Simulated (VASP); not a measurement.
Input:

```
CELL_PARAMETERS angstrom
      2.83659     0.00000     0.00000
      0.00000     2.83659     0.00000
      0.00000     0.00000     2.83659
ATOMIC_POSITIONS crystal
  Al 0.50000 0.50000 0.50000
  Ni 0.00000 0.00000 0.00000
```

These are PBEsol GGA, VASP's PBE PAW potentials (set 64) (plane waves; VASP 6.6.1) values and carry that method's errors. Run with 500 eV cut-off, 13×13×13 Γ-centred mesh, first-order Methfessel-Paxton smearing of 0.10 eV, potentials Al Ni.

Q: Predict the energy per atom (σ→0), pressure, band gap (on the k-mesh) with the smallest direct gap where there is one.

A: 
```
Item                                                         Value
------------------------  ----------------------------------------
band gap (on the k-mesh)  none (metal, semimetal or under 0.01 eV)
energy per atom (σ→0)                               -5.791 eV/atom
pressure                                                 50.1 kbar
```

Only differences to runs with the same potentials and settings are physical.

The compound is NiAl in the CsCl type structure. It was relaxed first under an external pressure of 5 GPa. The run is not spin-polarised, so no magnetic state was tried. The electron count is odd and the run is not spin-polarised, which forces a metal.
